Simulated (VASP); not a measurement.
Data:

```
Ir
1.0
    0.00000     1.97299     1.97299
    1.97299     0.00000     1.97299
    1.97299     1.97299     0.00000
Ir
1
Direct
  0.00000   0.00000   0.00000
```

Method: vdW-DF2, VASP's PBE PAW potentials (set 64) (plane waves; VASP 6.6.1). Numerical set-up: 520 eV cut-off, 16×16×16 Γ-centred mesh, first-order Methfessel-Paxton smearing of 0.10 eV, potentials Ir.

**Question.** Give the stress tensor in GPa (positive for a compressed cell).

**Answer.** 
```
8.70  0.00  0.00
0.00  8.70  0.00
0.00  0.00  8.70
```
The pressure is its mean diagonal, 8.70 GPa.

The compound is Ir in the fcc structure. This cell is one point of a volume scan, at 0.97 of the reference volume.
